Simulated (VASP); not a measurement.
VASP ran on this input.

KPOINTS:
```
Automatic mesh
0
Gamma
14 14 8
0 0 0
```

**POSCAR**
```
Ti
1
    1.4875525937    -2.5765167293     0.0000000000
    1.4875525937     2.5765167293     0.0000000000
    0.0000000000     0.0000000000     4.7216302795
Ti
2
Direct
  0.3333330000   0.6666670000   0.2500000000
  0.6666670000   0.3333330000   0.7500000000
```

### INCAR
```
SYSTEM = Ti
PREC = Accurate
ENCUT = 520
EDIFF = 1E-7
NELM = 100
ALGO = Normal
LREAL = .FALSE.
LASPH = .TRUE.
ISMEAR = 1
SIGMA = 0.1
GGA = BO
PARAM1 = 0.1833333333
PARAM2 = 0.22
LUSE_VDW = .TRUE.
AGGAC = 0.0
LMAXMIX = 4
LWAVE = .FALSE.
LCHARG = .FALSE.
ISIF = 4
IBRION = 2
NSW = 30
EDIFFG = -0.01
```

POTCAR, in this order: Ti_sv (PBE.64 set). Program: vasp_std.

**Question.** Write an equivalent input for Quantum ESPRESSO's pw.x.

**Answer.** One equivalent input (not run):
```
&CONTROL
  calculation = 'vc-relax'
  pseudo_dir = './pseudo'
  outdir = './out'
  tprnfor = .true.
  tstress = .true.
  nstep = 30
  forc_conv_thr = 0.00039
/
&SYSTEM
  ibrav = 0
  nat = 2
  ntyp = 1
  ecutwfc = 84
  occupations = 'smearing'
  smearing = 'methfessel-paxton'
  degauss = 0.00735
  input_dft = 'vdw-df-obk8'
/
&ELECTRONS
  conv_thr = 7.3e-09
  electron_maxstep = 100
/
&IONS
/
&CELL
  cell_dofree = 'shape'
/
ATOMIC_SPECIES
  Ti 47.867 Ti.upf
CELL_PARAMETERS angstrom
     1.4875526   -2.5765167    0.0000000
     1.4875526    2.5765167    0.0000000
     0.0000000    0.0000000    4.7216303
ATOMIC_POSITIONS crystal
  Ti   0.3333330  0.6666670  0.2500000
  Ti   0.6666670  0.3333330  0.7500000
K_POINTS automatic
  14 14 8 0 0 0
```
Limits of the translation: the potentials are each code's own (VASP's PAW set, PseudoDojo norm-conserving files in pw.x), so ENCUT and ecutwfc are chosen apart and not converted; conv_thr bounds pw.x's estimated SCF error, while EDIFF bounds the energy change between steps; forc_conv_thr acts on force components and is met together with etot_conv_thr.

The compound is Ti in the hcp structure. This cell is one point of a volume scan, at 1.06 of the reference volume. Symmetry was kept, so distortions that lower it aren't found.
